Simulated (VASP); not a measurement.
VASP ran on this input.

### KPOINTS
```
K-points
0
gamma
15 15 9
```

**INCAR**
```
# general
SYSTEM  = Os
PREC    = Accurate
ENCUT   = 500
LREAL   = .FALSE.
LASPH   = .TRUE.

# electronic loop
EDIFF   = 1E-6
NELM    = 100
ALGO    = Normal
LMAXMIX = 6

# smearing
ISMEAR  = 1
SIGMA   = 0.1

# ions
IBRION  = 2
NSW     = 40
ISIF    = 3
EDIFFG  = -0.02
PSTRESS = 100

# output
LWAVE   = .FALSE.
LCHARG  = .FALSE.
```

### POSCAR
```
Os
1.0
  1.3485436412  -2.3357457462   0.0000000000
  1.3485436412   2.3357457462   0.0000000000
  0.0000000000   0.0000000000   4.2667463286
Os
2
Cartesian
  1.3485436412   0.7785834726   1.0666865822
  1.3485436412  -0.7785834726   3.2000597465
```

POTCAR, in this order: Os (LDA.64 set). Program: vasp_std.

**Question.** Write an equivalent input for Ansatz.

**Answer.** One equivalent input (not run):
Ansatz 0.2 input:
```yaml
crystal:
  lattice:
    - [1.3485436, -2.3357457, 0.0000000]
    - [1.3485436, 2.3357457, 0.0000000]
    - [0.0000000, 0.0000000, 4.2667463]
  atoms:
    - { symbol: Os, position: [0.3333330, 0.6666670, 0.2500000] }
    - { symbol: Os, position: [0.6666670, 0.3333330, 0.7500000] }
kpoints:
  mp_grid: { grid: [15, 15, 9] }
hamiltonian:
  xc: lda
  pseudopotentials: { kind: paw }
scf:
  occupations: { method: methfessel_paxton, width: 0.1 }
  max_iter: 100
relax:
  max_steps: 40
  f_tol: 0.02
  cell: { p_target: 10 }
output: { forces: true, stress: true, eigenvalues: true }
```
What does not carry over: each code has its own PAW files, so the cut-off isn't converted (ENCUT is set for VASP's; basis.ecutwfc is left out, and Ansatz then takes the one that its files recommend); Ansatz stops its SCF on the density residual and VASP on the energy change (EDIFF); Ansatz's lda is the Perdew-Wang form, while the LDA potentials of VASP carry Perdew-Zunger's.

The compound is Os in the hcp structure. It was relaxed first under an external pressure of 10 GPa.
